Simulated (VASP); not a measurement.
A VASP calculation is set up with these files.

POSCAR:
```
Sn
1.0
 -2.8912688395   2.8912688395   1.5721183446
  2.8912688395  -2.8912688395   1.5721183446
  2.8912688395   2.8912688395  -1.5721183446
Sn
2
Direct
  0.2500000000   0.7500000000   0.5000000000
  0.0000000000   0.0000000000   0.0000000000
```

### KPOINTS
```
Automatic mesh
0
Gamma
13 13 13
0 0 0
```

INCAR:
```
! general
SYSTEM   = Sn
PREC     = Accurate
ENCUT    = 520   ! plane-wave cut-off (eV)
LREAL    = .False.   ! projection in real space or not
LASPH    = .True.

! electronic loop
EDIFF    = 1E-7
NELM     = 100
ALGO     = Normal   ! blocked Davidson
LMAXMIX  = 4   ! l cut-off of mixed one-centre charges

! smearing
ISMEAR   = 1   ! Methfessel-Paxton
SIGMA    = 0.1   ! width (eV)

! functional
GGA      = CX
LUSE_VDW = .True.
AGGAC    = 0.0

! ions
IBRION   = 2
NSW      = 30
ISIF     = 4
EDIFFG   = -0.01   ! ionic stop

! output
LWAVE    = .False.
LCHARG   = .False.
```

POTCAR, in this order: Sn_d (PBE.64 set). Program: vasp_std.

Question: Translate this vdW-DF-cx calculation to Quantum ESPRESSO's pw.x.

Answer: One equivalent input (not run):
```
&CONTROL
  calculation = 'vc-relax'
  pseudo_dir = './pseudo'
  outdir = './out'
  tprnfor = .true.
  tstress = .true.
  nstep = 30
  forc_conv_thr = 0.00039
/
&SYSTEM
  ibrav = 0
  nat = 2
  ntyp = 1
  ecutwfc = 72
  occupations = 'smearing'
  smearing = 'methfessel-paxton'
  degauss = 0.00735
  input_dft = 'vdw-df-cx'
/
&ELECTRONS
  conv_thr = 7.3e-09
  electron_maxstep = 100
/
&IONS
/
&CELL
  cell_dofree = 'shape'
/
ATOMIC_SPECIES
  Sn 118.710 Sn.upf
CELL_PARAMETERS angstrom
    -2.8912688    2.8912688    1.5721183
     2.8912688   -2.8912688    1.5721183
     2.8912688    2.8912688   -1.5721183
ATOMIC_POSITIONS crystal
  Sn   0.2500000  0.7500000  0.5000000
  Sn   0.0000000  0.0000000  0.0000000
K_POINTS automatic
  13 13 13 0 0 0
```
Limits of the translation: the potentials are each code's own (VASP's PAW set, PseudoDojo norm-conserving files in pw.x), so ENCUT and ecutwfc are chosen apart and not converted; conv_thr bounds pw.x's estimated SCF error, while EDIFF bounds the energy change between steps; forc_conv_thr acts on force components and is met together with etot_conv_thr.

The compound is Sn in the beta structure. This cell is one point of a volume scan, at 0.97 of the reference volume.
